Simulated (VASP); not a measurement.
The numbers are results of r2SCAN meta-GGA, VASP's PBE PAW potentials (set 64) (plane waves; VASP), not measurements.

VASP input:

INCAR:
```
LCHARG = .FALSE.
LASPH = .TRUE.   # aspherical one-centre terms
METAGGA = R2SCAN
ALGO = Normal
LREAL = .FALSE.
SIGMA = 0.05   # width (eV)
ENCUT = 600   # plane-wave cut-off (eV)
LMAXMIX = 4   # l cut-off of mixed one-centre charges
LMIXTAU = .TRUE.
ISIF = 2   # forces and stress, cell fixed
SYSTEM = Li2Se
EDIFF = 1E-7   # SCF stop (eV)
NELM = 100   # most electronic steps
PREC = Accurate
ISMEAR = 0   # Gaussian
LWAVE = .FALSE.
```

### KPOINTS
```
Automatic
0
Gamma
 6 6 6
0 0 0
```

POSCAR:
```
Li2Se
1
    0.0000000000     2.9854506505     2.9854506505
    2.9854506505     0.0000000000     2.9854506505
    2.9854506505     2.9854506505     0.0000000000
Li Se
2 1
Direct
  0.2500000000   0.2500000000   0.2500000000
  0.7500000000   0.7500000000   0.7500000000
 -0.0334957806   0.0334957806  -0.0334957806
```

POTCAR, in this order: Li_sv Se (PBE.64 set). Program: vasp_std.

Problem. What does the run give for the energy per atom (σ→0), largest force?

Solution. 
```
Quantity                       Result
---------------------  --------------
energy per atom (σ→0)  -7.789 eV/atom
largest force              0.718 eV/Å
```

**OSZICAR**
```
...
DAV:  23    -0.233661547168E+02   -0.94004E-05   -0.62785E-06   664   0.408E-02    0.892E-03
DAV:  24    -0.233661540779E+02    0.63888E-06   -0.29921E-06   616   0.267E-02    0.336E-03
DAV:  25    -0.233661548895E+02   -0.81156E-06   -0.66329E-07   764   0.102E-02    0.163E-03
DAV:  26    -0.233661543468E+02    0.54267E-06   -0.13261E-07   644   0.497E-03    0.138E-03
DAV:  27    -0.233661545885E+02   -0.24166E-06   -0.24878E-07   614   0.779E-03    0.775E-04
DAV:  28    -0.233661543490E+02    0.23946E-06   -0.92875E-08   610   0.350E-03    0.741E-04
DAV:  29    -0.233661543761E+02   -0.27036E-07   -0.26678E-08   328   0.273E-03
   1 F= -.23366154E+02 E0= -.23366154E+02  d E =-.832555E-21
```

The compound is Li2Se in the antifluorite structure. This cell was strained or had an atom moved on purpose.
